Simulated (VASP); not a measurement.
SnO2: band gap against strain

SnO2 (rutile, P4_2/mnm, 12.615 Å³/atom and stress up to 0.16 GPa in the relaxed cell, c along z) under a strain ε along c (axis z), the other axes held. PBE in VASP (plane waves, PAW), 600 eV, 8×8×10 Γ-centred mesh, Gaussian smearing 0.05 eV; ions are relaxed, or left where forces stay under 0.02 eV/Å, within the symmetry of each cell. Against the start cell, which lies near the measured one, the relaxed cell differs by 5.6 % in volume and 1.6 % in c; the values below rest on it. Gaps are the smallest on the run's k-mesh, which can miss an edge that lies off it, without spin-orbit coupling; in all rows the valence edge lies at Γ and the conduction edge at Γ.

Here s stands for strain and Eg for gap.

| strain (%) | gap (eV) |
|---|---|
| 0.00 | 0.638 |
| 0.50 | 0.569 |
| 1.00 | 0.501 |
| 1.50 | 0.433 |
| 3.00 | ? |

Fit Eg of the 4 rows that show it with a straight line. Means: s 0.75000, Eg 0.5352. About the means, the sum of products is -0.17075 and the sum of squares of s is 1.2500; the slope is their ratio. Least squares gives Eg = 0.6377 - 0.13660·s. Residuals (row less fit): 0.0003, -0.0004, -0.0001, 0.0002; standard error 0.0004 (degrees of freedom: 2). Over these rows the gap moves by -13.66 ± 0.03 eV per unit strain.

Problem. Estimate the missing Eg (s = 3.00); what did the run itself give?

Solution. Eg = 0.6377 - 0.13660 × 3.0 = 0.2279 eV. The calculation gives 0.232 eV, 0.0041 eV above the prediction (1.0 % of the range of Eg in the table). The row lies outside the fitted rows, so this is an extrapolation. The scatter of the fitted rows lies at the last printed digit.

A polynomial of degree 2 through the 6 other runs of the series gives 0.233 there, so most of the miss is curvature that the fit leaves out. Spin-orbit coupling is left out, which can shift this property for SnO2. Rows are the converged runs of the series near zero and its far end; series whose fitted rows scatter by over a few per cent of the range, as at a crossing or softening among them, aren't shown in this form, nor equations of state whose B0' disagrees with the runs' pressures. Most that stay on the fit to the last digits aren't either.
